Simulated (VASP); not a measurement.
Method: PBE GGA, VASP's PBE PAW potentials (set 64) (plane waves; VASP). For the first row: Numerical set-up: 520 eV cut-off, 8×8×8 Γ-centred mesh, Gaussian smearing of 0.050 eV, potentials Ag Br.

| system | energy (eV/atom) |
|---|---|
| AgBr (rock salt) | -2.5001 |
| Ag atom | -0.1991 |
| Br atom | -0.2697 |

Atoms are spin-polarised in a large box without symmetry, with the spin fixed by Hund's rule, and may not be in the lowest state of each functional; no zero-point energy is added.

### Question
What is the cohesive energy per atom of AgBr?

### Answer
The references average (1×(-0.1991) + 1×(-0.2697))/2 = -0.2344 eV, so the cohesive energy is -0.2344 − (-2.5001) = 2.266 eV/atom. Measured: 2.590 eV/atom at 0 K (as given by CRC Handbook of Chemistry and Physics, Standard Thermodynamic Properties of Chemical Substances; atomisation enthalpy at 298 K (2.576) less the gas atoms' H298-H0 (0.064), plus the solid's thermal (0.065) and zero-point (0.013) energy from a Debye model with theta = 133 K fitted to S(298) = 107.1 J/(mol K); atoms in their measured spin-orbit ground levels; the uncertainty is an estimate of this correction alone).
